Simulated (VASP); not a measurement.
```
CELL_PARAMETERS angstrom
      2.05530    -3.55988     0.00000
      2.05530     3.55988     0.00000
      0.00000     0.00000     5.32440
ATOMIC_POSITIONS crystal
  Te 0.33333 0.66667 0.25400
  Te 0.66667 0.33333 0.74600
  Pt 0.00000 0.00000 0.00000
```

These are PBE GGA, VASP's PBE PAW potentials (set 64) (plane waves; VASP 6.6.1) values and carry that method's errors. Run with 400 eV cut-off, 8×8×5 Γ-centred mesh, first-order Methfessel-Paxton smearing of 0.10 eV, potentials Te Pt.

Unless said otherwise, spin-orbit coupling is left out, though it shifts the bands of the heavy elements here.

### Question
Predict the energy per atom (σ→0), band gap (on the k-mesh) with the smallest direct gap where there is one.

### Answer

```yaml
band gap (on the k-mesh): none (metal, semimetal or under 0.01 eV)
energy per atom (σ→0): -4.522 eV/atom
```

Total energies compare only between runs with the same potentials, cut-off and functional.

The compound is PtTe2 in the 1T layered structure. The cell was not relaxed at this level.
